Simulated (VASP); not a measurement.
A VASP calculation is set up with these files.

### POSCAR
```
CdSe
1
    2.1622727506    -3.7451660235     0.0000000000
    2.1622727506     3.7451660235     0.0000000000
    0.0000000000     0.0000000000     7.0344088285
Cd Se
2 2
Direct
  0.6666670000   0.3333330000   0.5001200235
  0.3333330000   0.6666670000   0.0001200235
  0.6666670000   0.3333330000   0.8758799765
  0.3333330000   0.6666670000   0.3758799765
```

### KPOINTS
```
Automatic mesh
0
Gamma
5 5 3
0 0 0
```

### INCAR
```
# general
SYSTEM  = CdSe
PREC    = Accurate
ENCUT   = 520
LREAL   = F   # projection in real space or not
LASPH   = T   # aspherical one-centre terms

# electronic loop
EDIFF   = 1E-6   # SCF stop (eV)
NELM    = 100
ALGO    = Normal   # blocked Davidson
LMAXMIX = 4   # l cut-off of mixed one-centre charges
LMIXTAU = T

# smearing
ISMEAR  = 0   # Gaussian
SIGMA   = 0.05

# functional
METAGGA = R2SCAN

# ions
IBRION  = 2   # conjugate gradients
NSW     = 60
ISIF    = 3   # ions, shape and volume
EDIFFG  = -0.02   # ionic stop

# output
LWAVE   = F
LCHARG  = F
```

POTCAR, in this order: Cd Se (PBE.64 set). Program: vasp_std.

Q: Write an equivalent input for Ansatz.

A: One equivalent input (not run):
Ansatz 0.2 input:
```yaml
crystal:
  lattice:
    - [2.1622728, -3.7451660, 0.0000000]
    - [2.1622728, 3.7451660, 0.0000000]
    - [0.0000000, 0.0000000, 7.0344088]
  atoms:
    - { symbol: Cd, position: [0.6666670, 0.3333330, 0.5001200] }
    - { symbol: Cd, position: [0.3333330, 0.6666670, 0.0001200] }
    - { symbol: Se, position: [0.6666670, 0.3333330, 0.8758800] }
    - { symbol: Se, position: [0.3333330, 0.6666670, 0.3758800] }
kpoints:
  mp_grid: { grid: [5, 5, 3] }
hamiltonian:
  xc: r2scan
  pseudopotentials: { kind: paw }
scf:
  occupations: { method: gaussian, width: 0.05 }
  max_iter: 100
relax:
  max_steps: 60
  f_tol: 0.02
  cell: {}
output: { forces: true, stress: true, eigenvalues: true }
```
The two are equivalent in intent, not identical: each code has its own PAW files, so the cut-off isn't converted (ENCUT is set for VASP's; basis.ecutwfc is left out, and Ansatz then takes the one that its files recommend); Ansatz stops its SCF on the density residual and VASP on the energy change (EDIFF).

The compound is CdSe in the wurtzite structure. This run relaxes it. Symmetry was kept, so distortions that lower it aren't found. The start is the result of an earlier pass.
